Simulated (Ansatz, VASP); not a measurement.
**Si19O32 (amorphous SiO1.7) in two plane-wave programs**

Aim: how closely do two programs agree when they are given the same cell, functional and k mesh? The structure shown is the start of the Ansatz relaxation below; VASP solves that cell, so the two are compared at the walk's first step.

Calculated with Ansatz 0.2.0; plane waves, with VASP 6.6.1 beside it; single point at PBE.

## Step 1: The starting structure

The cell holds 153 atoms: 57 Si and 96 O. Its edges and angles: a = 13.312 Å, b = 13.312 Å, c = 13.312 Å, α = 90.0°, β = 90.0°, γ = 90.0°. It derives from Si57O97 (amorphous SiO1.7). As first built, before any earlier steps moved the atoms (in the runner's words): 154 atoms (57 Si, 97 O) placed at random at 2.22 g/cm^3, melted at 5000 K for 10 ps at fixed volume with the Tersoff Si-O potential (Munetoh et al., Comput. Mater. Sci. 39, 334 (2007)). Quenched from 5000 K to 100 K at 1000 K/ps and fixed volume, held 5 ps. Nearest the centre at fractional (0.526, 0.383, 0.478): Si13 at 1.53 Å, O93 at 2.75 Å, O108 at 2.80 Å, O126 at 2.96 Å, O76 at 2.99 Å, O106 at 3.38 Å, O115 at 3.40 Å, Si44 at 3.55 Å.

## Step 2: Ansatz: relaxation, PBE

Ansatz runs on its default PAW (the set named soft_2) files.

The two programs are compared at the cell with which this relaxation starts, whose forces are those of its first step.

input.yaml

```yaml
crystal:
  lattice:
    - [13.3125, 0.0, 0.0]
    - [0.0, 13.3125, 0.0]
    - [0.0, 0.0, 13.3125]
  atoms:
    - { symbol: Si, position: [0.17403, 0.11908, 0.98624] }
    - { symbol: Si, position: [0.655, 0.48559, 0.23086] }
[... 1 atom line left out ...]
    - { symbol: Si, position: [0.78812, 0.37235, 0.52825] }
    - { symbol: Si, position: [0.67824, 0.22132, 0.67208] }
[... 2 atom lines left out ...]
    - { symbol: Si, position: [0.45609, 0.35501, 0.17778] }
[... 4 atom lines left out ...]
    - { symbol: Si, position: [0.4231, 0.37638, 0.52768] }
[... 1 atom line left out ...]
    - { symbol: Si, position: [0.6915, 0.25701, 0.84925] }
[... 3 atom lines left out ...]
    - { symbol: Si, position: [0.60018, 0.11326, 0.32915] }
[... 2 atom lines left out ...]
    - { symbol: Si, position: [0.31048, 0.54284, 0.64153] }
[... 1 atom line left out ...]
    - { symbol: Si, position: [0.34519, 0.63636, 0.19646] }
[... 16 atom lines left out ...]
    - { symbol: Si, position: [0.72828, 0.56988, 0.66426] }
    - { symbol: Si, position: [0.53564, 0.06727, 0.55763] }
[... 1 atom line left out ...]
    - { symbol: Si, position: [0.6514, 0.61536, 0.43799] }
[... 1 atom line left out ...]
    - { symbol: Si, position: [0.73286, 0.29327, 0.29962] }
[... 2 atom lines left out ...]
    - { symbol: Si, position: [0.22021, 0.25079, 0.47238] }
[... 10 atom lines left out ...]
    - { symbol: O, position: [0.50192, 0.06903, 0.26941] }
[... 2 atom lines left out ...]
    - { symbol: O, position: [0.67815, 0.55251, 0.78513] }
[... 1 atom line left out ...]
    - { symbol: O, position: [0.42606, 0.58006, 0.10949] }
    - { symbol: O, position: [0.27451, 0.54172, 0.24497] }
    - { symbol: O, position: [0.80754, 0.21167, 0.22189] }
[... 2 atom lines left out ...]
    - { symbol: O, position: [0.76994, 0.46765, 0.6128] }
[... 5 atom lines left out ...]
    - { symbol: O, position: [0.70608, 0.29698, 0.58081] }
    - { symbol: O, position: [0.19717, 0.51291, 0.60447] }
[... 9 atom lines left out ...]
    - { symbol: O, position: [0.55319, 0.43759, 0.18332] }
[... 1 atom line left out ...]
    - { symbol: O, position: [0.41321, 0.07761, 0.56787] }
[... 3 atom lines left out ...]
    - { symbol: O, position: [0.38867, 0.4511, 0.61696] }
[... 7 atom lines left out ...]
    - { symbol: O, position: [0.57838, 0.1062, 0.44814] }
    - { symbol: O, position: [0.76495, 0.65076, 0.40814] }
[... 1 atom line left out ...]
    - { symbol: O, position: [0.16298, 0.23347, 0.58317] }
[... 1 atom line left out ...]
    - { symbol: O, position: [0.76565, 0.33752, 0.408] }
    - { symbol: O, position: [0.7344, 0.39048, 0.22661] }
    - { symbol: O, position: [0.33432, 0.29977, 0.50088] }
    - { symbol: O, position: [0.57092, 0.70323, 0.40512] }
[... 5 atom lines left out ...]
    - { symbol: O, position: [0.62695, 0.23115, 0.29996] }
    - { symbol: O, position: [0.78122, 0.15461, 0.68103] }
[... 1 atom line left out ...]
    - { symbol: O, position: [0.35578, 0.64031, 0.5839] }
[... 2 atom lines left out ...]
    - { symbol: O, position: [0.47021, 0.2908, 0.0701] }
[... 4 atom lines left out ...]
    - { symbol: O, position: [0.63516, 0.52658, 0.34781] }
    - { symbol: O, position: [0.65445, 0.60691, 0.56587] }
    - { symbol: O, position: [0.14024, 0.39281, 0.28586] }
    - { symbol: O, position: [0.85021, 0.12268, 0.4897] }
[... 1 atom line left out ...]
    - { symbol: O, position: [0.3062, 0.36685, 0.83944] }
[... 4 atom lines left out ...]
    - { symbol: O, position: [0.287, 0.20522, 0.72971] }
[... 2 atom lines left out ...]
    - { symbol: O, position: [0.70481, 0.05419, 0.29752] }
[... 4 atom lines left out ...]
    - { symbol: O, position: [0.58445, 0.14516, 0.6424] }
[... 7 atom lines left out ...]
    - { symbol: O, position: [0.30352, 0.55379, 0.76385] }
    - { symbol: O, position: [0.63298, 0.84667, 0.63532] }
kpoints:
  mp_grid: { grid: [1, 1, 1] }
hamiltonian:
  xc: pbe
scf:
  occupations: { method: fermi_dirac, width: 0.05 }
output:
  forces: true
  eigenvalues: true
relax:
  f_tol: 0.05
  max_steps: 90
```

Command:

```sh
$ ansatz run input.yaml --threads 4 --pin off --max-ram 8192MiB --backend cpu --events-out ev --progress --plain --runs-dir out
```

Numbers of over 12 decimals in the logs are rounded to 6 here.

The program printed:

```text
Engine: ansatz 0.2.0, aarch64-unknown-linux-gnu
Pseudopotentials: kind: paw
Pseudopotential: Si, paw, valence charge 4, recommended cutoff 420 eV (normal), Si.paw.azcp
Pseudopotential: O, paw, valence charge 6, recommended cutoff 420 eV (normal), O.paw.azcp
Functional definition: PBE
  parameter kappa = 0.804
  parameter beta = 0.066725
  exchange = pbe_x(kappa = kappa, mu = beta*pi^2/3)
  correlation = pbe_c(beta = beta)
Crystal: 153 atoms, lattice volume = 2359.277 Å³
Basis set: ecut = 420 eV, 46297 PW (Γ), exchange–correlation on 180×180×180 points (8 copies of the dense FFT grid, shifted against one another)
Bands: 555, of which v1, the nominal top of the filled ones, is band 402 counted from 1 (401 counted from 0)
Symmetry: 1 space group operations
Space group: P1 (ITA 1), of the structure as read, at distance tolerance 1.3e-4 Å
k-points: 1
Non-local potential: Si, projectors of the file, l = 0: 2, l = 1: 2, l = 2: 2
Non-local potential: O, projectors of the file, l = 0: 2, l = 1: 2, l = 2: 1
PAW form: soft (Blöchl's): semilocal exchange-correlation on the pseudo side does not see the compensation charge
PAW one-centre angular grid: Si, 110 points (default); XC on 64 Gauss nodes
PAW one-centre angular grid: O, 110 points (default); XC on 64 Gauss nodes
Initial density: superposition of atomic densities (neutral atoms: chi_scale 0, normalization atom), corrected by the library's trained network
Initial wavefunctions: pseudopotential atomic-orbital guess
Functional: x = pbe(κ = 0.804, μ = 0.219515), c = pbe(β = 0.066725)
SCF iter   1: F=—  HF=-90836.718337 eV  |F-HF|=—  |Δ(HF+E_count)|=         —  Δρ=4.79e-3  dr2=1.57e0  ethr=1.77e-3  ⟨swp⟩=6.0  Hψ=2665  notcnv=0  defer=78
preconditioner: auto → Resta (q_TF=auto, 2.280 Å⁻¹)  ε∞=3.1  [insulator: Δε(μ)=2.020 eV  Ē_g=15.004 eV  σ=0.050 eV  W_gap=1.00  n_scr=460 (ndim 8)  ℏωp=21.7 eV  f_vac=0.190  D(μ)=0.00/eV (n_scr^D=0)  ε∞_Penn≈3.1]
SCF iter   2: F=—  HF=-90836.357732 eV  |F-HF|=—  |Δ(HF+E_count)|=   3.61e-1  Δρ=2.53e-3  dr2=3.82e-1  ethr=1.95e-4  ⟨swp⟩=2.0  Hψ=665  notcnv=0  defer=145
SCF iter   3: F=—  HF=-90836.261579 eV  |F-HF|=—  |Δ(HF+E_count)|=   9.62e-2  Δρ=1.76e-3  dr2=9.20e-2  ethr=4.75e-5  ⟨swp⟩=2.0  Hψ=965  notcnv=0  defer=141
SCF iter   4: F=—  HF=-90836.240305 eV  |F-HF|=—  |Δ(HF+E_count)|=   2.13e-2  Δρ=5.55e-4  dr2=9.41e-3  ethr=1.14e-5  ⟨swp⟩=2.0  Hψ=741  notcnv=0  defer=141
SCF iter   5: F=—  HF=-90836.241007 eV  |F-HF|=—  |Δ(HF+E_count)|=   7.02e-4  Δρ=3.35e-4  dr2=2.36e-3  ethr=1.17e-6  ⟨swp⟩=2.0  Hψ=870  notcnv=0  defer=141
SCF iter   6: F=—  HF=-90836.240700 eV  |F-HF|=—  |Δ(HF+E_count)|=   3.06e-4  Δρ=8.54e-5  dr2=2.07e-4  ethr=2.94e-7  ⟨swp⟩=2.0  Hψ=815  notcnv=0  defer=141
SCF iter   7: F=-90836.240787 eV  HF=-90836.240780 eV  |F-HF|=6.70e-6  |Δ(HF+E_count)|=   7.98e-5  Δρ=3.37e-5  dr2=3.25e-5  ethr=7.77e-9  ⟨swp⟩=13.0  Hψ=3543  notcnv=0
SCF 1 converged in 7 iterations: F = -90836.240787 eV  dr2 = 3.25e-5
  greatest PAW one-centre occupation: 0.871 electrons in one spin orbital (limit 2), on the O atom at site 107 (counted from 0), in its partial waves of l = 0
relax step   1: F+E_penalty+E_count = -90836.24078669 eV  Δ(F+E_penalty+E_count) = +0.000e0 eV  max|allowed force component| = 2.036e0 eV/Å  Δτ_max = 0.0000 Å  (7 SCF iters, dr2 threshold 6.25e-5 eV, accepted)
Initial density: handed on by an earlier stage of this run
Initial wavefunctions: those handed on with the density
iter 1 solved again at ethr=6.58e-6 eV; its pass at ethr=3.10e-3 eV (dr2=5.29e-2 eV) is discarded
SCF iter   1: F=—  HF=-90836.347003 eV  |F-HF|=—  |Δ(HF+E_count)|=         —  Δρ=1.70e-3  dr2=5.71e-2  ethr=6.58e-6  ⟨swp⟩=3.0  Hψ=1654  notcnv=0  defer=140
preconditioner: auto → Resta (q_TF=auto, 2.280 Å⁻¹)  ε∞=3.1  [insulator: Δε(μ)=0.641 eV  Ē_g=15.016 eV  σ=0.050 eV  W_gap=1.00  n_scr=460 (ndim 8)  ℏωp=21.7 eV  f_vac=0.190  D(μ)=0.13/eV (n_scr^D=0)  ε∞_Penn≈3.1]
SCF iter   2: F=—  HF=-90836.336053 eV  |F-HF|=—  |Δ(HF+E_count)|=   1.10e-2  Δρ=8.22e-4  dr2=1.02e-2  ethr=6.58e-6  ⟨swp⟩=2.0  Hψ=729  notcnv=0  defer=140
SCF iter   3: F=—  HF=-90836.335175 eV  |F-HF|=—  |Δ(HF+E_count)|=   8.78e-4  Δρ=2.43e-4  dr2=9.88e-4  ethr=1.26e-6  ⟨swp⟩=3.0  Hψ=730  notcnv=0  defer=140
SCF iter   4: F=—  HF=-90836.335230 eV  |F-HF|=—  |Δ(HF+E_count)|=   5.45e-5  Δρ=1.17e-4  dr2=2.62e-4  ethr=1.23e-7  ⟨swp⟩=2.0  Hψ=932  notcnv=0  defer=140
SCF iter   5: F=-90836.335216 eV  HF=-90836.335208 eV  |F-HF|=8.02e-6  |Δ(HF+E_count)|=   2.20e-5  Δρ=2.27e-5  dr2=1.69e-5  ethr=1.24e-8  ⟨swp⟩=11.0  Hψ=3155  notcnv=0
SCF 2 converged in 5 iterations: F = -90836.335216 eV  dr2 = 1.69e-5
  greatest PAW one-centre occupation: 0.870 electrons in one spin orbital (limit 2), on the O atom at site 107 (counted from 0), in its partial waves of l = 0
[...]
- { symbol: Si, position: [0.910143, 0.258256, 0.150034] }
    - { symbol: Si, position: [0.505925, 0.802362, 0.895252] }
    - { symbol: Si, position: [0.239328, 0.207633, 0.481748] }
    - { symbol: Si, position: [0.504525, 0.226944, 0.970149] }
    - { symbol: Si, position: [0.561660, 0.993318, 0.010907] }
    - { symbol: Si, position: [0.037660, -0.000122266, 0.692923] }
    - { symbol: Si, position: [0.063018, 0.940553, 0.471189] }
    - { symbol: Si, position: [0.093308, 0.533060, 0.663519] }
    - { symbol: Si, position: [0.300956, 0.485831, 0.861091] }
    - { symbol: Si, position: [0.753710, 0.762817, 0.935646] }
    - { symbol: Si, position: [0.965620, 0.400094, 0.535610] }
    - { symbol: O, position: [0.707511, 0.962587, 0.787517] }
    - { symbol: O, position: [0.968855, 0.328524, 0.639993] }
    - { symbol: O, position: [0.500493, 0.070546, 0.270743] }
    - { symbol: O, position: [0.072252, 0.452601, 0.755329] }
    - { symbol: O, position: [0.943418, 0.071237, 0.664190] }
    - { symbol: O, position: [0.678270, 0.552508, 0.784155] }
    - { symbol: O, position: [0.742979, 0.640009, 0.988534] }
    - { symbol: O, position: [0.426029, 0.577845, 0.107249] }
    - { symbol: O, position: [0.274648, 0.541341, 0.242473] }
    - { symbol: O, position: [0.806574, 0.211899, 0.221216] }
    - { symbol: O, position: [0.00401561, 0.512439, 0.579662] }
    - { symbol: O, position: [0.350155, 0.958013, 0.181691] }
    - { symbol: O, position: [0.773873, 0.469867, 0.612523] }
    - { symbol: O, position: [0.063853, 0.565231, 0.220755] }
    - { symbol: O, position: [0.927563, 0.348626, 0.846282] }
    - { symbol: O, position: [0.697443, 0.139094, 0.871566] }
    - { symbol: O, position: [0.015018, 0.951803, 0.806033] }
    - { symbol: O, position: [0.448368, 0.825722, 0.547440] }
    - { symbol: O, position: [0.699497, 0.303859, 0.579346] }
    - { symbol: O, position: [0.198025, 0.514267, 0.601801] }
    - { symbol: O, position: [0.147777, 0.027127, 0.193884] }
    - { symbol: O, position: [0.135663, 0.071650, 0.709089] }
    - { symbol: O, position: [0.399373, 0.519200, 0.923225] }
    - { symbol: O, position: [0.200046, 0.502729, 0.929776] }
[...]
- { symbol: O, position: [0.114945, 0.211381, 0.283993] }
    - { symbol: O, position: [0.064431, 0.088260, 0.940287] }
    - { symbol: O, position: [0.543331, 0.949759, 0.123065] }
    - { symbol: O, position: [0.635600, 0.781526, 0.893445] }
    - { symbol: O, position: [0.887656, 0.576142, 0.115164] }
    - { symbol: O, position: [0.253831, 0.787058, 0.486283] }
    - { symbol: O, position: [0.306071, 0.552829, 0.758899] }
    - { symbol: O, position: [0.634438, 0.847404, 0.635778] }
```

## Step 3: VASP: single point, PBE, start cell

The same cell, functional, mesh and smearing now go to VASP, with its own data sets.

Lines of VASP's logs that name or quote its potential files are left out, and so is its time.

INCAR

```
SYSTEM = Si19O32
PREC = Accurate
ENCUT = 520
EDIFF = 1E-06
NELM = 120
ISMEAR = -1
SIGMA = 0.05
LREAL = Auto
ALGO = Normal
GGA = PE
NBANDS = 509
LORBIT = 11
LWAVE = .FALSE.
LCHARG = .FALSE.
ISIF = 2
LASPH = .TRUE.
GGA_COMPAT = .FALSE.
EFERMI = MIDGAP
```

POSCAR

```
Si19O32
1.0
   13.3125000000      0.0000000000      0.0000000000
    0.0000000000     13.3125000000      0.0000000000
    0.0000000000      0.0000000000     13.3125000000
Si O
57 96
Direct
    0.1740319249      0.1190835681      0.9862384977
    0.6550009390      0.4855887324      0.2308582160
[... 1 atom line left out ...]
    0.7881164319      0.3723492958      0.5282478873
    0.6782422535      0.2213183099      0.6720826291
[... 2 atom lines left out ...]
    0.4560901408      0.3550122066      0.1777802817
[... 4 atom lines left out ...]
    0.4230985915      0.3763830986      0.5276769953
[... 1 atom line left out ...]
    0.6915004695      0.2570065728      0.8492469484
[... 3 atom lines left out ...]
    0.6001802817      0.1132619718      0.3291492958
[... 2 atom lines left out ...]
    0.3104826291      0.5428431925      0.6415323944
[... 1 atom line left out ...]
    0.3451868545      0.6363568075      0.1964619718
[... 16 atom lines left out ...]
    0.7282779343      0.5698779343      0.6642629108
    0.5356394366      0.0672676056      0.5576262911
[... 1 atom line left out ...]
    0.6514028169      0.6153615023      0.4379868545
[... 1 atom line left out ...]
    0.7328600939      0.2932732394      0.2996206573
[... 2 atom lines left out ...]
    0.2202065728      0.2507868545      0.4723830986
[... 10 atom lines left out ...]
    0.5019192488      0.0690328638      0.2694084507
[... 2 atom lines left out ...]
    0.6781521127      0.5525107981      0.7851267606
[... 1 atom line left out ...]
    0.4260582160      0.5800563380      0.1094910798
    0.2745089202      0.5417164319      0.2449727700
    0.8075417840      0.2116732394      0.2218892019
[... 2 atom lines left out ...]
    0.7699380282      0.4676507042      0.6128000000
[... 5 atom lines left out ...]
    0.7060807512      0.2969765258      0.5808075117
    0.1971680751      0.5129089202      0.6044694836
[... 9 atom lines left out ...]
    0.5531868545      0.4375887324      0.1833164319
[... 1 atom line left out ...]
    0.4132131455      0.0776112676      0.5678723005
[... 3 atom lines left out ...]
    0.3886723005      0.4511023474      0.6169615023
[... 7 atom lines left out ...]
    0.5783812207      0.1062009390      0.4481427230
    0.7649502347      0.6507568075      0.4081427230
[... 1 atom line left out ...]
    0.1629821596      0.2334723005      0.5831737089
[... 1 atom line left out ...]
    0.7656488263      0.3375173709      0.4080000000
    0.7344000000      0.3904826291      0.2266065728
    0.3343173709      0.2997708920      0.5008826291
    0.5709220657      0.7032262911      0.4051230047
[... 5 atom lines left out ...]
    0.6269521127      0.2311511737      0.2999586854
    0.7812206573      0.1546065728      0.6810291080
[... 1 atom line left out ...]
    0.3557784038      0.6403079812      0.5839023474
[... 2 atom lines left out ...]
    0.4702122066      0.2908018779      0.0700995305
[... 4 atom lines left out ...]
    0.6351624413      0.5265802817      0.3478084507
    0.6544525822      0.6069107981      0.5658666667
    0.1402366197      0.3928112676      0.2858591549
    0.8502084507      0.1226816901      0.4896976526
[... 1 atom line left out ...]
    0.3062009390      0.3668507042      0.8394366197
[... 4 atom lines left out ...]
    0.2870009390      0.2052206573      0.7297126761
[... 2 atom lines left out ...]
    0.7048112676      0.0541896714      0.2975173709
[... 4 atom lines left out ...]
    0.5844507042      0.1451568075      0.6424037559
[... 7 atom lines left out ...]
    0.3035192488      0.5537877934      0.7638535211
    0.6329765258      0.8466704225      0.6353201878
```

KPOINTS

```
Automatic mesh
0
Gamma
1 1 1
0 0 0
```

The projector-augmented-wave data sets are Si and O (PBE family, release 64).

Command:

```sh
$ export OMP_NUM_THREADS=3
$ mpirun -np 1 vasp_gam
```

The program printed:

```text
[banner, memory and clock lines left out]
running    1 mpi-ranks, on    1 nodes
[...]
Offloading initialized ...    1 GPUs detected
[...]
LDA part: xc-table for (Slater+PW92), standard interpolation
 POSCAR, INCAR and KPOINTS ok, starting setup
[...]
entering main loop
       N       E                     dE             d eps       ncg     rms          rms(c)
DAV:   1     0.731044947914E+04    0.73104E+04   -0.46011E+05  1042   0.151E+03
DAV:   2    -0.570102024975E+03   -0.78806E+04   -0.75980E+04  1255   0.363E+02
DAV:   3    -0.128336538136E+04   -0.71326E+03   -0.70760E+03  1188   0.116E+02
DAV:   4    -0.130007519496E+04   -0.16710E+02   -0.16615E+02  1196   0.190E+01
[...]
DAV:  18    -0.114560172811E+04    0.39832E-05   -0.92332E-05  1164   0.191E-02    0.149E-02
DAV:  19    -0.114560172790E+04    0.21150E-06   -0.12214E-05  1196   0.623E-03    0.910E-03
DAV:  20    -0.114560172749E+04    0.40941E-06   -0.85967E-06  1124   0.589E-03
   1 F= -.11456017E+04 E0= -.11456005E+04  d E =-.242740E-02
```

From OUTCAR (step 3):

```text
  Total      -48.9223343      2.1065041    -69.6999667    -14.5155293    -19.9151902    -17.6606533
  in kB      -33.2230034      1.4305203    -47.3330282     -9.8574503    -13.5243431    -11.9932942
  external PRESSURE =     -26.3751704 kB  Pullay stress =       0.0000000 kB

  FREE ENERGIE OF THE ION-ELECTRON SYSTEM (eV)
  ---------------------------------------------------
  free  energy   TOTEN  =     -1145.6017274868 eV

  energy  without entropy=    -1145.5993000871  energy(sigma->0) =    -1145.60051379

[... 3 further parts left out ...]
[key lines of the parts left out:]
E-fermi :   4.0099
```

The run ends at a pressure of -2.64 GPa, with forces up to 2.3 eV/Å.

## Step 4: Differences

Known differences besides the potentials themselves: the cutoff is 420 eV in Ansatz and 520 eV in VASP (PREC = Accurate, projectors in real space). Total energies have different zeros and are not compared.

Forces on 10 of the 153 atoms, those with the largest forces and the largest differences (eV/Å; atoms numbered as in POSCAR):

```csv
atom,"Ansatz x, y, z","VASP x, y, z"
Si4,"0.323, 0.040, 0.145","0.370, 0.056, 0.128"
Si13,"2.036, -0.141, -0.847","2.112, -0.151, -0.876"
Si22,"0.241, -0.357, -0.042","0.283, -0.364, -0.049"
Si23,"0.317, -0.121, 0.220","0.336, -0.081, 0.258"
Si32,"0.129, -0.018, -0.001","0.097, -0.043, 0.076"
Si44,"0.055, 0.362, 0.022","0.004, 0.303, 0.068"
Si46,"0.228, -0.137, -0.240","0.250, -0.153, -0.248"
Si47,"0.122, -0.036, -0.036","0.055, -0.025, -0.093"
O93,"-0.752, 0.764, 0.757","-0.765, 0.782, 0.781"
O108,"-1.488, -0.690, -0.091","-1.524, -0.712, -0.098"
```

The forces differ by 21 meV/Å r.m.s., which is 12.7 % of the r.m.s. force of 0.166 eV/Å (both taken over all components).

## Step 5: Summary of results

| Quantity | Value |
| --- | --- |
| r.m.s. force difference (single point, PBE, start cell) | 21 meV/Å |

The r.m.s. force difference is 21 meV/Å (single point, PBE, start cell), beyond the 12 meV/Å picked in this series as the mark of a large difference. What causes the difference of the single point, PBE, start cell pair stays open here. 1 further run of this series is not shown here. How closely two codes agree says nothing of how well the functional describes the real material.

[Lines on the potential files, build, host, timing and source positions are cut from VASP's logs without a mark.]

[Logs are printed without paths, hosts, clocks, repeated set-up lines and the standing remarks that a program may print on its own settings, such as how far it seeks lower states.]

[Hosts, paths, dates, database ids (printed as entryN), source tags and the programs' standing remarks are cut or masked in the printed files.]
